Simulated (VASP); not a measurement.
Data:

```xyz
1
Lattice="-2.3871 2.3871 2.3871 2.3871 -2.3871 2.3871 2.3871 2.3871 -2.3871" Properties=species:S:1:pos:R:3 pbc="T T T"
Ba     0.0000     0.0000     0.0000
```

Computed with LDA (Ceperley-Alder, Perdew-Zunger) with spin-orbit coupling, VASP's LDA PAW potentials (set 64) (plane waves; VASP). Run with 400 eV cut-off, 10×10×10 Γ-centred mesh, Gaussian smearing of 0.050 eV, potentials Ba_sv.

Question: Give the energies of bands 9 to 17 at the high-symmetry points, in eV from the Fermi level.

Answer: 
```csv
band,Γ,H,N,P
9,-2.76,-0.72,-0.97,0.55
10,-2.76,-0.72,-0.97,0.55
11,1.93,-0.72,0.65,0.80
12,1.93,-0.72,0.65,0.80
13,1.93,4.75,1.87,0.80
14,1.93,4.75,1.87,0.80
15,2.02,5.39,3.63,4.42
16,2.02,5.40,3.63,4.42
17,3.63,5.40,4.30,4.43
```

It has no gap at this level: it comes out as a metal or semimetal.

The compound is Ba in the bcc structure. It was relaxed first, which changed the volume by -14 %.
